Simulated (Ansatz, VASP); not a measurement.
# CdSnSe2 in two plane-wave programs, part 2 of 2

Aim: how closely do two programs agree when they are given the same cell, functional and k mesh? The cell is invented: As first built, before any earlier steps moved the atoms (in the runner's words): it takes the SnPbSe2 structure with some of its atoms replaced by other elements, volume scaled by an estimate. It may not be a known or stable phase. The cell is taken from a series of VASP runs on this material, whose earlier steps may have relaxed, scaled or displaced it; both programs get it as it stands. Other levels of theory on this material are compared in a session of their own.

VASP 6.6.1 and Ansatz 0.2.0.

So far: Set-up; Ansatz: band structure, r2SCAN with D4; VASP: band structure, r2SCAN with D4.

**3. VASP: band structure, r2SCAN with D4 (continued)**

Level of this step: r2SCAN with D4; plane waves and PAW (Sn_d, Cd, Se); invented cell (VASP).

Numbers of over 12 decimals in the logs are rounded to 6 here.

From OUTCAR (step 3):

```text
ion  position               nearest neighbor table
   1  0.500  0.500  0.500-   4 2.98   3 2.98   4 2.98   4 2.98   3 2.98   3 2.98
   2  0.000  0.000  0.000-   3 2.86   4 2.86   3 2.86   3 2.86   4 2.86   4 2.86
   3  0.744  0.744  0.744-   2 2.86   2 2.86   2 2.86   1 2.98   1 2.98   1 2.98
   4  0.256  0.256  0.256-   2 2.86   2 2.86   2 2.86   1 2.98   1 2.98   1 2.98

  LATTYP: Found a trigonal (rhomboedric) cell.
 ALAT       =     7.0841950324
 COS(alpha) =     0.8283915593

 Subroutine GETGRP returns: Found 12 space group operations
 (whereof 12 operations were pure point group operations)

The static configuration has the point symmetry D_3d.

 Found     32 irreducible k-points:

   k-points           NKPTS =     32   k-points in BZ     NKDIM =     32   number of bands    NBANDS=     33

   dimension x,y,z NGX =    48 NGY =   48 NGZ =   48
   dimension x,y,z NGXF=    96 NGYF=   96 NGZF=   96

   ENCUT  =  400.0 eV  29.40 Ry    5.42 a.u.  11.55 11.55 11.55*2*pi/ulx,y,z

   NELECT =      38.0000    total number of electrons

 k-points in reciprocal lattice and weights: Automatic mesh
   0.00000000  0.00000000  0.00000000       0.005
   0.16666667  0.00000000  0.00000000       0.028
   0.33333333  0.00000000  0.00000000       0.028
   0.50000000 -0.00000000  0.00000000       0.014
   0.16666667  0.16666667  0.00000000       0.028
   0.33333333  0.16666667  0.00000000       0.056
   0.50000000  0.16666667  0.00000000       0.056
  -0.33333333  0.16666667 -0.00000000       0.056
  -0.16666667  0.16666667  0.00000000       0.028
[...]
-0.33333333  0.50000000  0.33333333       0.028
   0.50000000  0.50000000  0.50000000       0.005

 average (electrostatic) potential at core
       1-108.2933       2 -42.8705       3 -58.0703       4 -58.0703

 E-fermi :   4.6909

 k-point     1 :       0.0000    0.0000    0.0000
  band No.  band energies     occupation
    ...
     15       2.4760      2.00000
     16       2.4760      2.00000
     17       2.4774      2.00000
     18       2.9212      2.00000
     19       2.9212      2.00000
     20       5.8360      0.00000
     21       6.9632      0.00000
     22       6.9632      0.00000
     23       8.0278      0.00000
     24      11.4167      0.00000
    ...

 k-point     2 :       0.1667    0.0000    0.0000
  band No.  band energies     occupation
    ...
     15       1.3684      2.00000
     16       2.2880      2.00000
     17       2.4753      2.00000
     18       2.5327      2.00000
     19       4.0561      1.99999
     20       5.7098      0.00000
     21       7.0947      0.00000
     22       7.5322      0.00000
     23       8.9278      0.00000
     24      10.1587      0.00000
    ...

 k-point     3 :       0.3333    0.0000    0.0000
  band No.  band energies     occupation
    ...
     15      -0.1789      2.00000
     16       1.9211      2.00000
     17       1.9679      2.00000
     18       2.0644      2.00000
     19       3.6492      2.00000
     20       5.5070      0.00000
     21       7.5420      0.00000
     22       8.2355      0.00000
     23       9.0370      0.00000
     24       9.6661      0.00000
    ...

  DFT-D4 for vdW energy calculation

  Edisp (eV):   -0.55241

  Total      -0.03138    -0.03138     0.00284     0.00000     0.00000     0.00000
  in kB      -0.50564    -0.50564     0.04570     0.00000     0.00000     0.00000
  external pressure =       -0.32 kB  Pullay stress =        0.00 kB

  energy-cutoff  :      400.00
  volume of cell :       99.45
      direct lattice vectors                 reciprocal lattice vectors
     2.075127643  1.198075874  6.666654237     0.240949033  0.139111983  0.050000087
    -2.075127643  1.198075874  6.666654237    -0.240949033  0.139111983  0.050000087
     0.000000000 -2.396150790  6.666654242     0.000000000 -0.278223967  0.050000107

 POSITION                                       TOTAL-FORCE (eV/Angst)
 -----------------------------------------------------------------------------------
      0.00000      0.00000      9.99998         0.000000      0.000000      0.000000
      0.00000      0.00000      0.00000         0.000000      0.000000      0.000000
      0.00000      0.00000     14.88988         0.000000     -0.000000     -0.000737
      0.00000      0.00000      5.11008         0.000000      0.000000      0.000737
 -----------------------------------------------------------------------------------
    total drift:                                0.000000      0.000000     -0.000000

  FREE ENERGIE OF THE ION-ELECTRON SYSTEM (eV)
  ---------------------------------------------------
  free  energy   TOTEN  =       -76.0654888741 eV

  energy  without entropy=      -76.0640650918  energy(sigma->0) =      -76.06477698

 total charge
# of ion       s       p       d       tot
------------------------------------------
    1        1.388   0.663   9.992  12.043
    2        0.390   0.233   9.583  10.206
    3        1.462   2.394   0.023   3.879
    4        1.462   2.394   0.023   3.879
--------------------------------------------------
tot          4.702   5.684  19.621  30.007

[... 3 further parts left out ...]
```

The run ends at a pressure of -0.03 GPa, with forces up to 7.4e-4 eV/Å.

**4. Comparison**

Known differences besides the potentials themselves: VASP keeps PBE cores, Ansatz makes them for the functional; the data sets hold 66 valence electrons in Ansatz (default PAW (the set named soft_2) files) and 38 in VASP; the cutoff is 500 eV in Ansatz and 400 eV in VASP. Total energies have different zeros and are not compared.

The two programs side by side:

| quantity | Ansatz | VASP | difference |
| --- | --- | --- | --- |
| pressure (GPa) | 0.07 | -0.03 | +0.10 |
| gap over the path points (eV) | 0.060 | 0.052 | +0.009 |

Levels at points of the path, from each program's valence-band top (eV; 4 filled, then empty):

```
k (reciprocal lattice)                                  Ansatz                                    VASP
     0.000 0.000 0.000  -2.25 -2.25 -1.80 -1.80 1.12 2.24 2.24  -2.25 -2.24 -1.80 -1.80 1.11 2.24 2.24
     0.133 0.000 0.000  -2.38 -2.21 -2.07 -0.92 1.13 2.08 2.64  -2.37 -2.21 -2.07 -0.91 1.12 2.08 2.64
     0.300 0.000 0.000  -2.73 -2.66 -2.53 -0.90 1.03 2.65 3.42  -2.73 -2.66 -2.52 -0.90 1.02 2.65 3.42
     0.467 0.000 0.000  -3.60 -3.00 -2.94 -1.51 0.09 3.40 3.69  -3.60 -3.00 -2.94 -1.51 0.08 3.39 3.68
     0.500 0.000 0.000  -3.87 -3.01 -2.95 -1.53 0.06 3.42 3.69  -3.87 -3.01 -2.95 -1.53 0.05 3.42 3.69
    0.500 0.038 -0.038  -3.93 -3.28 -3.14 -1.16 0.37 3.24 3.36  -3.93 -3.28 -3.14 -1.16 0.37 3.24 3.36
    0.500 0.100 -0.100  -4.39 -3.54 -3.25 -0.42 1.53 2.46 2.65  -4.39 -3.54 -3.25 -0.42 1.53 2.46 2.65
    0.500 0.163 -0.163  -4.66 -3.20 -3.09 -0.81 0.95 2.83 3.40  -4.66 -3.20 -3.08 -0.81 0.94 2.83 3.40
     0.770 0.500 0.230  -4.06 -2.97 -2.84 -1.60 0.23 3.26 3.77  -4.06 -2.97 -2.84 -1.61 0.22 3.26 3.77
     0.666 0.500 0.334  -3.38 -2.71 -2.57 -1.21 0.76 3.00 3.16  -3.38 -2.71 -2.57 -1.21 0.75 3.00 3.16
```

At this near-relaxed geometry the largest component of a force difference is 18 meV/Å. Among the levels compared at these points, filled levels agree within 8 meV and empty ones within 10 meV. Ansatz's pressure holds a Pulay correction of 0.03 GPa; VASP's holds none.

**5. What came out**

| Quantity | Value |
| --- | --- |
| difference in gap over the path points (band structure, r2SCAN with D4) | 0.0086 eV |
| r.m.s. force difference (band structure, r2SCAN with D4) | 7.4 meV/Å |

The r.m.s. force difference is 7.4 meV/Å (band structure, r2SCAN with D4), within the 12 meV/Å picked in this series as the mark of a large difference. 4 further runs of this series are not shown here. Such differences can come from data sets, numerical settings and the points named under the comparisons, not from the functional's error against experiment.

[Lines on the potential files, build, host, timing and source positions are cut from VASP's logs without a mark.]

[Logs are printed without paths, hosts, clocks, repeated set-up lines and the standing remarks that a program may print on its own settings, such as how far it seeks lower states.]

[Hosts, paths, dates, database ids (printed as entryN), source tags and the programs' standing remarks are cut or masked in the printed files.]
